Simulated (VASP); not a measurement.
# MgSnO2 (P4mm) in VASP: density of states with PBE

Aim: the density of states of MgSnO2 with PBE.

All numbers are computed with VASP 6.6.1; they aren't measurements. Logs are shortened: lines on timing, memory, paths and dates and some standing lists are left out, and cuts for length are marked.

### Step 1. Starting point

Symmetry: P4mm, No. 99, tetragonal system. Conventional cell: a = 3.898 Å, b = 3.898 Å, c = 5.220 Å, α = 90.00°, β = 90.00°, γ = 90.00°. Around Mg (site symmetry 4mm) lie 4 O at 2.00 Å. Around Sn (site symmetry 4mm) lie 4 O at 2.24 Å. Around O (site symmetry 2mm) lie 2 Mg at 2.00 Å and 2 Sn at 2.24 Å.

The cell was built by a generator and needn't be a form met in nature.

### Step 2. Density of states, PBE

Input file POSCAR:

```
MgSnO2                                  
1.0
    3.8984074393      0.0000000000      0.0000000000
    0.0000000000      3.8984074393      0.0000000000
    0.0000000000      0.0000000000      5.2203520036
  Mg              Sn              O             
     1     1     2
Direct
     0.0000000000000000    0.0000000000000000    0.9000066820629701
     0.5000000000000000    0.5000000000000000    0.2004527234770762
     0.5000000000000000    1.0000000000000000    0.9897825772299795
     0.0000000000000000    0.5000000000000000    0.9897825772299795
```

Input file INCAR.step1:

```
SYSTEM = MgSnO2
  PREC = Accurate
  ENCUT = 520
  EDIFF = 1E-6
  ISMEAR = 0
  SIGMA = 0.03
  LREAL = .False.
  LASPH = .True.
  NELM = 80
  ALGO = Fast
  ISIF = 2
  LWAVE = .False.
  LCHARG = .True.
  GGA = PE
  KPAR = 2
```

Input file KPOINTS.step1:

```
Automatic mesh
0
Gamma
  6 6 6
  0 0 0
```

Input file INCAR.step2:

```
SYSTEM = MgSnO2
  PREC = Accurate
  ENCUT = 520
  EDIFF = 1E-6
  ISMEAR = -5
  SIGMA = 0.03
  LREAL = .False.
  LASPH = .True.
  NELM = 80
  ALGO = Fast
  ISIF = 2
  LWAVE = .False.
  LCHARG = .False.
  GGA = PE
  LORBIT = 10
  KPAR = 2
  NEDOS = 1001
  ICHARG = 11
```

Input file KPOINTS.step2:

```
Automatic mesh
0
Gamma
  9 9 9
  0 0 0
```

Potentials or basis: VASP PAW PBE potentials, release 64 (Mg, Sn_d, O).

Command:

```sh
> cat potpaw_PBE.64/Mg/POTCAR potpaw_PBE.64/Sn_d/POTCAR potpaw_PBE.64/O/POTCAR > POTCAR
> cp INCAR.step1 INCAR
> cp KPOINTS.step1 KPOINTS
> mpirun -np 2 vasp_std > vasp.out
> cp INCAR.step2 INCAR
> cp KPOINTS.step2 KPOINTS
> mpirun -np 2 vasp_std > vasp.out
```

OUTCAR:

```text
SYSTEM = MgSnO2
   PREC = Accurate
   ENCUT = 520
   EDIFF = 1E-6
   ISMEAR = -5
   LREAL = .False.
   LASPH = .True.
   NELM = 80
   ISIF = 2
   GGA = PE
   LORBIT = 10
   ICHARG = 11

 ion  position               nearest neighbor table
   1  0.000  0.000  0.900-   3 2.00   4 2.00   4 2.00   3 2.00   2 3.17   2 3.17   2 3.17   2 3.17

   2  0.500  0.500  0.200-   3 2.24   4 2.24   3 2.24   4 2.24   1 3.17   1 3.17   1 3.17   1 3.17

   3  0.500  0.000  0.990-   1 2.00   1 2.00   2 2.24   2 2.24
   4  0.000  0.500  0.990-   1 2.00   1 2.00   2 2.24   2 2.24

  LATTYP: Found a simple tetragonal cell.
 ALAT       =     3.8984074393
 C/A-ratio  =     1.3390986152

  Lattice vectors:

 A1 = (   3.8984074393,   0.0000000000,   0.0000000000)
 A2 = (   0.0000000000,   3.8984074393,   0.0000000000)
 A3 = (   0.0000000000,   0.0000000000,   5.2203520036)

Analysis of symmetry for initial positions (statically):
=====================================================================
 Subroutine PRICEL returns:
 Original cell was already a primitive cell.

 Routine SETGRP: Setting up the symmetry group for a
 simple tetragonal supercell.

 Subroutine GETGRP returns: Found  8 space group operations
 (whereof  8 operations were pure point group operations)
 out of a pool of 16 trial point group operations.

The static configuration has the point symmetry C_4v.

Analysis of symmetry for dynamics (positions and initial velocities):
=====================================================================
 Subroutine PRICEL returns:
 Original cell was already a primitive cell.

 Routine SETGRP: Setting up the symmetry group for a
 simple tetragonal supercell.

 Subroutine GETGRP returns: Found  8 space group operations
 (whereof  8 operations were pure point group operations)
 out of a pool of 16 trial point group operations.

The dynamic configuration has the point symmetry C_4v.

 Subroutine INISYM returns: Found  8 space group operations
 (whereof  8 operations are pure point group operations),
 and found     1 'primitive' translations

----------------------------------------------------------------------------------------

                                     Primitive cell

[... 102 lines left out ...]
   ISIF   =      2    stress and relaxation
   ISYM   =      2    0-nonsym 1-usesym 2-fastsym
   POTIM  = 0.5000    time-step for ionic-motion
   TEBEG  =    0.0;   TEEND  =   0.0 temperature during run
   PSTRESS=    0.0 pullay stress
   NELECT =      28.0000    total number of electrons
   NUPDOWN=      -1.0000    fix difference up-down
   EMIN   =  10.00;   EMAX   =-10.00  energy-range for DOS
   EFERMI =   0.00;   METHOD = LEGACY
   ISMEAR =    -5;   SIGMA  =   0.03  broadening in eV -4-tet -1-fermi 0-gaus
   EFERMI_NEDOS =   21; number of points for ismear=-14 and -15
   IALGO  =     68    algorithm
   IMIX   =      4    mixing-type and parameters
     AMIX     =   0.40;   BMIX     =  1.00
     AMIX_MAG =   1.60;   BMIX_MAG =  1.00
  volume/ion in A,a.u.               =      19.83       133.85
  Fermi-wavevector in a.u.,A,eV,Ry     =   1.156918  2.186259 18.210859  1.338460
  Thomas-Fermi vector in A             =   2.293534
   LORBIT       =     10    0 simple, 1 ext, 2 COOP (PROOUT), +10 PAW based schemes
   GGA     = PE    functional components
   LHFCALC =     F    Hartree Fock is set to
   AEXX    =    0.0000 exact exchange contribution
   IVDW    =     0    specifies the selected vdW correction
   LEPSILON=     F    determine dielectric tensor
   LRPA    =     F    only Hartree local field effects (RPA)
 non-spin polarized calculation
 RMM-DIIS sequential band-by-band and
 Fermi weights with tetrahedron method with Bloechl corrections
  energy-cutoff  :      520.00
  volume of cell :       79.34
 maximum number of plane-waves:      2162
 NGX is ok and might be reduce to    30

 number of electron      27.9999989 magnetization

 Free energy of the ion-electron system (eV)
  ---------------------------------------------------
  ext. energy  EPLUGINS =         0.00000000
  ---------------------------------------------------
  free energy    TOTEN  =       -22.34060609 eV

  energy without entropy =      -22.34060609  energy(sigma->0) =      -22.34060609

 E-fermi :   2.3397     XC(G=0):  -8.3434

 val. band max:        2.3162002594   @ k =   0.4444   0.0000   0.4444
 cond. band min:       4.0849292330   @ k =   0.0000   0.0000   0.4444
 fundamental gap:      1.7687289735
 Fermi energy:         2.3397443267

 k-point     1 :       0.0000    0.0000    0.0000
  band No.  band energies     occupation
      1     -18.1271      2.00000
      2     -17.8664      2.00000
      3     -17.8664      2.00000
      4     -17.8595      2.00000
      5     -17.8589      2.00000
      6     -15.7729      2.00000
[... 481 lines left out ...]
      5     -17.8188      2.00000
      6     -14.9128      2.00000
[... 10 lines left out ...]
     17       8.6239      0.00000
     18       8.8207      0.00000

 [... further k-points ...]

------------------------ aborting loop because EDIFF is reached ----------------------------------------

  FORCE on cell =-STRESS in cart. coord.  units (eV):
  Direction    XX          YY          ZZ          XY          YZ          ZX
  --------------------------------------------------------------------------------------
  -------------------------------------------------------------------------------------
  Total        0.0070138      0.0070138      0.0015627      0.0000000      0.0000000      0.0000000
  in kB        0.1416412      0.1416412      0.0315587      0.0000000      0.0000000      0.0000000
  external PRESSURE =       0.1049470 kB  Pullay stress =       0.0000000 kB

 VOLUME and BASIS-vectors are now :
 -----------------------------------------------------------------------------
  energy-cutoff  :      520.00
  volume of cell :       79.34
      direct lattice vectors                 reciprocal lattice vectors
     3.898407439  0.000000000  0.000000000     0.256515004  0.000000000  0.000000000
     0.000000000  3.898407439  0.000000000     0.000000000  0.256515004  0.000000000
     0.000000000  0.000000000  5.220352004     0.000000000  0.000000000  0.191557964

 POSITION                                       TOTAL-FORCE (eV/Angst)
 -----------------------------------------------------------------------------------
      0.00000      0.00000      4.69835         0.000000      0.000000     -0.000375
      1.94920      1.94920      1.04643         0.000000      0.000000     -0.001453
      1.94920      0.00000      5.16701         0.000000     -0.000000      0.000914
      0.00000      1.94920      5.16701         0.000000      0.000000      0.000914
 -----------------------------------------------------------------------------------
    total drift:                                0.000000     -0.000000      0.000906

  FREE ENERGIE OF THE ION-ELECTRON SYSTEM (eV)
  ---------------------------------------------------
  free  energy   TOTEN  =       -22.3406060861 eV

  energy  without entropy=      -22.3406060861  energy(sigma->0) =      -22.34060609

 total charge

# of ion       s       p       d       tot
------------------------------------------
    1        0.154   0.164   0.069   0.386
    2        1.239   0.818  10.069  12.125
    3        1.565   3.470   0.000   5.035
    4        1.565   3.470   0.000   5.035
--------------------------------------------------
tot          4.523   7.921  10.138  22.582
```

Wall time 2.1 min (2 MPI ranks of Intel Xeon Platinum 8375C at 2.90GHz (Ice Lake), shared host); peak memory 0.24 GiB.

What came out:

```yaml
Valence_electrons_inside_the_program's_atomic_spheres: Mg 0.39; Sn 12.12; O 5.04
```

Levels at points of the mesh, in eV from the valence-band top:
```tsv
k point	band 11	band 12	band 13	band 14	band 15	band 16	band 17	band 18
(0.00, 0.00, 0.00)	-1.88	-1.65	-1.54	-1.54	3.10	5.07	6.46	6.47
```

States per cell in windows of 1 eV (zero at the valence-band top; states under -8 eV left out):
```
from (eV)  total  O3_p  O4_p  Sn2_p  Sn2_s  Sn2_d  Mg1_s
     -8.0   0.27  0.04  0.04   0.01   0.11   0.00   0.00
     -7.0   0.98  0.13  0.13   0.02   0.39   0.01   0.00
     -6.0   0.76  0.09  0.09   0.01   0.31   0.00   0.00
     -5.0   2.03  0.49  0.49   0.12   0.03   0.03   0.07
     -4.0   2.97  0.77  0.77   0.24   0.03   0.03   0.04
     -3.0   2.76  0.83  0.83   0.10   0.02   0.04   0.02
     -2.0   2.43  0.82  0.82   0.05   0.01   0.04   0.00
     -1.0   1.88  0.32  0.32   0.24   0.31   0.01   0.00
      0.0   0.00  0.00  0.00   0.00   0.00   0.00   0.00
      1.0   0.01  0.00  0.00   0.00   0.00   0.00   0.00
      2.0   0.93  0.06  0.06   0.09   0.05   0.02   0.01
      3.0   1.15  0.07  0.07   0.11   0.07   0.02   0.02
      4.0   1.66  0.10  0.10   0.35   0.06   0.03   0.02
      5.0   1.70  0.10  0.10   0.35   0.06   0.03   0.04
      6.0   2.56  0.19  0.19   0.55   0.09   0.06   0.08
      7.0   0.02  0.00  0.00   0.01   0.00   0.00   0.00
```
